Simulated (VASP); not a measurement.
# TiC with LDA: from relaxation to properties, part 2 of 2

Aim: relax TiC, then compute properties on the relaxed cell. The start is a cell from a database of measured crystal structures.

VASP 6.6.1; LDA; plane waves and PAW (Ti_sv, C).

Still holding for the runs below: The k-mesh is coarse for a metal.

So far. Step 11 (Volume scan with LDA, volume scale 1.02): The run ends at a pressure of -5.38 GPa.

The database entry behind the starting cell differs from later determinations by our own check (0.1 to 0.3 % short, probably kX units), so it need not match the best structure at ambient conditions.

**12. Volume scan with LDA, volume scale 1.04**

Input file INCAR:

```
SYSTEM = TiC
PREC = Accurate
ENCUT = 520
EDIFF = 1E-06
NELM = 100
ISMEAR = 0
SIGMA = 0.05
LREAL = .FALSE.
ALGO = Normal
GGA = CA
NBANDS = 14
LORBIT = 11
LWAVE = .FALSE.
LCHARG = .FALSE.
KPAR = 2
ISIF = 2
```

Input file POSCAR:

```
TiC
1.0
    0.0000000000      2.1603795011      2.1603795011
    2.1603795011      0.0000000000      2.1603795011
    2.1603795011      2.1603795011      0.0000000000
Ti C
1 1
Direct
    0.0000000000      0.0000000000      0.0000000000
    0.5000000000      0.5000000000      0.5000000000
```

Input file KPOINTS:

```
Automatic mesh
0
Gamma
9 9 9
0 0 0
```

The projector-augmented-wave data sets are Ti_sv and C (LDA family, release 64).

Run with:

```
$ mpirun -np 2 vasp_std
```

Elapsed: 11 s, on 2 MPI ranks of AMD EPYC 7R43, shared host; peak memory 0.2 GiB; 19 s of CPU time.

The pressure falls from -5.38 to -10.22 GPa.

The run ends at a pressure of -10.22 GPa.

**13. Volume scan with LDA, volume scale 1.06**

A prediction first. A parabola through the 6 pressures of evenly scaled cells so far, P = -0.06 -280.9 t +568 t² GPa with t = ln(V/V₁) and V₁ the volume at scale 1, gives -14.51 GPa at t = +0.0583.

INCAR is that of step 12.

Input file POSCAR:

```
TiC
1.0
    0.0000000000      2.1741402511      2.1741402511
    2.1741402511      0.0000000000      2.1741402511
    2.1741402511      2.1741402511      0.0000000000
Ti C
1 1
Direct
    0.0000000000      0.0000000000      0.0000000000
    0.5000000000      0.5000000000      0.5000000000
```

KPOINTS is that of step 12.

Run with:

```
$ mpirun -np 2 vasp_std
```

Run time: 8 s. Hardware: 2 MPI ranks; peak memory 0.19 GiB.

The pressure falls from -10.22 to -14.57 GPa. The parabola predicted -14.51 GPa, +0.07 GPa off.

**14. The series together**

Times are for 2 MPI ranks of AMD EPYC 7R43, shared host. Results by setting:

```
no.  volume scale  energy above the lowest point (meV/atom)  pressure (GPa)   time  memory (GiB)
  1          0.94                                     34.07           19.50   11 s          0.19
  2          0.96                                     14.75           12.33   12 s           0.2
  3          0.98                                      3.65           5.847  9.8 s          0.18
  4             1                                         0        -0.06719   11 s          0.17
  5          1.02                                      3.14          -5.381   12 s           0.2
  6          1.04                                     12.42          -10.22   11 s           0.2
  7          1.06                                     27.29          -14.57    8 s          0.19
```

**15. Fit for LDA**

This step: Birch-Murnaghan fit, LDA; plane waves and PAW (VASP 6.6.1).

This step runs nothing: it gathers the runs above.

Numbers from this step:

```yaml
pressure_derivative_of_the_bulk_modulus: 3.828
r_m_s_error_of_the_fit: 2.77e-6 eV/atom
minimum_inside_the_sampled_range: yes
bulk_modulus: 279.1 GPa
equilibrium_volume_of_the_fit: 9.699 Å³/atom
```

Energy above the fitted minimum against volume:

```
volume (Å³/atom)  energy above the fitted minimum (eV/atom)
           9.113                                     0.0341
           9.307                                     0.0147
           9.501                                    0.00364
           9.695                                    -2.8e-6
           9.889                                    0.00313
          10.083                                     0.0124
          10.277                                     0.0273
```

The fitted volume lies +0.04 % from the relaxed one.

**16. Field gradients at the nuclei (LDA)**

This step: LDA; plane waves and PAW (Ti_sv, C) (VASP 6.6.1).

Field gradients probe how far the charge around each nucleus departs from cubic symmetry; LASPH keeps the non-spherical terms inside the spheres.

INCAR, as its differences from that of step 13:

```diff
@@ -3,3 +3,3 @@
 ENCUT = 520
-EDIFF = 1E-06
+EDIFF = 1E-07
 NELM = 100
@@ -15,2 +15,3 @@
 KPAR = 2
-ISIF = 2
+LEFG = .TRUE.
+LASPH = .TRUE.
```

Input file POSCAR:

```
TiC
1.0
    0.0000000000      2.1323194484      2.1323194484
    2.1323194484      0.0000000000      2.1323194484
    2.1323194484      2.1323194484      0.0000000000
Ti C
1 1
Direct
    0.0000000000      0.0000000000      0.0000000000
    0.5000000000      0.5000000000      0.5000000000
```

KPOINTS is that of step 13.

Run with:

```
$ mpirun -np 2 vasp_std
```

Run time: 8.6 s. Hardware: 2 MPI ranks; peak memory 0.2 GiB.

Numbers from this step:

| Quantity | Value |
| --- | --- |
| SCF cycles | 16 |
| free energy (TOTEN) | -20.54 eV |
| energy at zero smearing | -20.54 eV |
| Fermi energy | 9.785 eV |
| pressure | 0.002413 GPa |

Electric field gradients, by row:

```
atom  Vxx (V/Å²)  Vyy (V/Å²)  Vzz (V/Å²)  asymmetry
 Ti1      -0.001      -0.001       0.002          -
  C2           0           0           0          -
```

All gradients vanish within the noise.

The run ends at a pressure of 0.00 GPa.

**17. Self-consistent run (LDA), changed input**

A single point gives energy, forces and stress at these settings. Some settings are moved from the usual, to see what they do.

Input file INCAR:

```
SYSTEM = TiC
PREC = Accurate
ENCUT = 520
EDIFF = 1E-06
NELM = 100
ISMEAR = 0
SIGMA = 0.05
LREAL = .FALSE.
ALGO = VeryFast
GGA = CA
NBANDS = 14
LORBIT = 11
LWAVE = .FALSE.
LCHARG = .FALSE.
KPAR = 2
ISIF = 2
ISYM = 1
NELECT = 15.9
```

POSCAR is that of step 16.

KPOINTS is that of step 16.

Run with:

```
$ mpirun -np 2 vasp_std
```

Run time: 23 s. Hardware: 2 MPI ranks; peak memory 0.19 GiB; 44 s of CPU time.

The run converged; its settings lie outside those of the reference runs, so its numbers are set aside.

Settings moved from the usual: ALGO = VeryFast, ISYM = 1 and NELECT = 15.9.

NELECT differs from the neutral count, so the cell is charged against a uniform background: another system, not a numerical setting. ALGO acts on the way to self-consistency or on speed; a fully converged result doesn't depend on them, though slow mixing can meet EDIFF with the stress still off.

**18. Results**

```json
{
  "relaxed volume": "9.695 Å³/atom",
  "relaxed conventional cell a, b, c": "4.265, 4.265, 4.265 Å",
  "space group after relaxing, within 0.02 Å": "Fm-3m (No. 225)",
  "band gap": "none, a metal",
  "DOS at the Fermi level": "0.233 states/eV/cell",
  "bulk modulus from the fit": "279 GPa",
  "volume from the fit": "9.70 Å³/atom",
  "largest field gradient Vzz": "zero within the noise on all sites"
}
```

With LDA, TiC relaxes to 9.695 Å³/atom in space group Fm-3m (held by the symmetry of the run), comes out as a metal and has a bulk modulus of 279 GPa. Against the listed cell the volume lies -3.7 %. Band structure (LDA): Of the bands kept, 4 cross the Fermi level on this path. The k-sampling is coarse for a metal, so the Fermi level, pressures and the shape of the cell carry errors. No search among competing phases was made, and a listed structure need not be the one stable at ambient conditions. All values are for a static lattice at zero temperature.

[Lines on the potential files, build, host, timing and source positions are cut from VASP's logs without a mark.]

[Logs are printed without paths, hosts, clocks, repeated set-up lines and the standing remarks that a program may print on its own settings, such as how far it seeks lower states.]

[Hosts, paths, dates, database ids (printed as entryN), source tags and the programs' standing remarks are cut or masked in the printed files.]

[A measured line is paired with the nearest computed mode of its activity, which favours agreement.]
